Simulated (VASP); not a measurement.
Here is the system:

```yaml
crystal:
  lattice:
    - [3.78670, 0.00000, 0.00000]
    - [-1.89335, 3.27938, 0.00000]
    - [0.00000, 0.00000, 12.68228]
  atoms:
    - { symbol: Hf, position: [0.33333, 0.66667, 0.38307] }
    - { symbol: Hf, position: [0.66667, 0.33333, 0.61693] }
    - { symbol: Hf, position: [0.66667, 0.33333, 0.88307] }
    - { symbol: Hf, position: [0.33333, 0.66667, 0.11693] }
    - { symbol: As, position: [0.66667, 0.33333, 0.25000] }
    - { symbol: As, position: [0.33333, 0.66667, 0.75000] }
    - { symbol: As, position: [0.00000, 0.00000, 0.50000] }
    - { symbol: As, position: [0.00000, 0.00000, 0.00000] }
```

Calculation: LDA (Ceperley-Alder, Perdew-Zunger), VASP's LDA PAW potentials (set 64) (plane waves; VASP). Numerical set-up: 300 eV cut-off, 5×5×2 Γ-centred mesh, Fermi-Dirac smearing of 0.10 eV, potentials Hf_pv As.

Give the energies of bands 22 to 35 at the high-symmetry points, in eV from the Fermi level.

```json
[
 {"band": "22", "Γ": "-3.01", "M": "-3.77", "K": "-4.49", "A": "-3.37", "L": "-3.86", "H": "-4.57"},
 {"band": "23", "Γ": "-3.01", "M": "-3.66", "K": "-3.62", "A": "-2.30", "L": "-3.48", "H": "-3.59"},
 {"band": "24", "Γ": "-2.08", "M": "-3.20", "K": "-3.38", "A": "-2.30", "L": "-3.48", "H": "-3.59"},
 {"band": "25", "Γ": "-2.08", "M": "-2.95", "K": "-3.38", "A": "-1.28", "L": "-2.96", "H": "-3.46"},
 {"band": "26", "Γ": "-0.99", "M": "-2.74", "K": "-3.37", "A": "-1.28", "L": "-2.96", "H": "-3.46"},
 {"band": "27", "Γ": "-0.26", "M": "-2.44", "K": "-3.37", "A": "-1.28", "L": "-1.98", "H": "-3.15"},
 {"band": "28", "Γ": "-0.15", "M": "-2.18", "K": "-3.31", "A": "-1.28", "L": "-1.98", "H": "-3.15"},
 {"band": "29", "Γ": "-0.15", "M": "-1.58", "K": "0.10", "A": "0.06", "L": "-1.63", "H": "0.55"},
 {"band": "30", "Γ": "0.01", "M": "-1.00", "K": "0.73", "A": "0.06", "L": "-1.63", "H": "0.55"},
 {"band": "31", "Γ": "0.01", "M": "0.35", "K": "0.73", "A": "0.06", "L": "1.21", "H": "0.77"},
 {"band": "32", "Γ": "0.10", "M": "1.90", "K": "1.36", "A": "0.06", "L": "1.21", "H": "0.77"},
 {"band": "33", "Γ": "0.10", "M": "2.17", "K": "1.36", "A": "0.20", "L": "2.37", "H": "1.08"},
 {"band": "34", "Γ": "0.73", "M": "2.18", "K": "1.43", "A": "0.20", "L": "2.39", "H": "1.08"},
 {"band": "35", "Γ": "1.03", "M": "2.40", "K": "1.78", "A": "1.73", "L": "2.53", "H": "2.35"}
]
```

It has no gap at this level: it comes out as a metal or semimetal.

The structure comes from a computed database's HfAs entry; how it stands against other phases isn't given here. The cell was not relaxed at this level. The k-mesh is coarse (spacing up to 0.38 per Å, 2π included), so the numbers may not be converged in it.
